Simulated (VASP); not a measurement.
A run of VASP 6.6.1 is set up as follows.

Contents of INCAR:

```
SYSTEM = Be3Se2O
PREC     = Accurate       ! precision mode
ENCUT    = 520            ! plane-wave cutoff, eV
EDIFF    = 1E-6           ! SCF threshold, eV
ISMEAR   = 0              ! smearing method
SIGMA    = 0.03           ! smearing width, eV
LREAL    = .False.        ! projectors in reciprocal space
LASPH    = .True.         ! aspherical terms in the spheres
NELM     = 100            ! most SCF steps
ALGO     = Normal         ! electronic algorithm
ISIF     = 2              ! what is computed and relaxed
LWAVE    = .False.        ! write WAVECAR
LCHARG   = .False.        ! write CHGCAR
GGA      = PS             ! functional
KPAR     = 2
```

The input KPOINTS:

```
regular mesh
0
Gamma
  6 6 6
  0 0 0
```

Contents of POSCAR:

```
Be3Se2O
1.0
    5.0780500000     -2.8719600000      0.0000000000
    5.0780500000      2.8719600000      0.0000000000
    0.0000000000      0.0000000000      5.4449600000
Be Se O
6 4 2
Direct
    0.8386350000      0.4292100000      0.4135620000
    0.5707900000      0.1613650000      0.4135620000
    0.1095090000      0.8904910000      0.3276790000
    0.4292100000      0.8386350000      0.9135620000
    0.1613650000      0.5707900000      0.9135620000
    0.8904910000      0.1095090000      0.8276790000
    0.8350330000      0.4840180000      0.0072250000
    0.4840180000      0.8350330000      0.5072250000
    0.1649670000      0.5159820000      0.5072250000
    0.5159820000      0.1649670000      0.0072250000
    0.8534360000      0.1465640000      0.4999890000
    0.1465640000      0.8534360000      0.9999890000
```

Potentials or basis: VASP PAW PBE potentials, release 64 (Be, Se, O).

Run with:

```console
$ cat potpaw_PBE.64/Be/POTCAR potpaw_PBE.64/Se/POTCAR potpaw_PBE.64/O/POTCAR > POTCAR
$ mpirun -np 2 vasp_std > vasp.out
```

Q: Estimate the band gap on the k mesh.

A: 2.89 eV, indirect (least direct gap 3.17 eV).

Q: Predict the largest force.

A: 0.055 eV/Å.

Q: Estimate the pressure.

A: -2.6 GPa.

Stress tensor (GPa, compression positive):
```
-2.51  0.00  0.00
 0.00 -2.58  0.00
 0.00  0.00 -2.59
```

Caveat: the PAW data sets were made with another functional, which shifts forces and pressure a little. A k mesh can miss the band edges.
